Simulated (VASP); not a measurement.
```
CELL_PARAMETERS angstrom
      0.00000     2.48880     2.48880
      2.48880     0.00000     2.48880
      2.48880     2.48880     0.00000
ATOMIC_POSITIONS crystal
  Y  0.00000 0.00000 0.00000
  N  0.50000 0.50000 0.50000
```

Computed with PBE GGA, VASP's PBE PAW potentials (set 64) (plane waves; VASP). Run with 520 eV cut-off, 8×8×8 Γ-centred mesh, tetrahedra with Blöchl corrections, potentials Y_sv N.

**Question.** Give the stress tensor in GPa (positive for a compressed cell).

**Answer.** 
```
-6.43   0.00   0.00
 0.00  -6.43   0.00
 0.00   0.00  -6.43
```
The pressure is its mean diagonal, -6.43 GPa.

The compound is YN in the rock salt structure. The cell was not relaxed at this level. The run is one of a series of settings (ISMEAR = -5, SIGMA removed against the base run), some of them coarse on purpose.
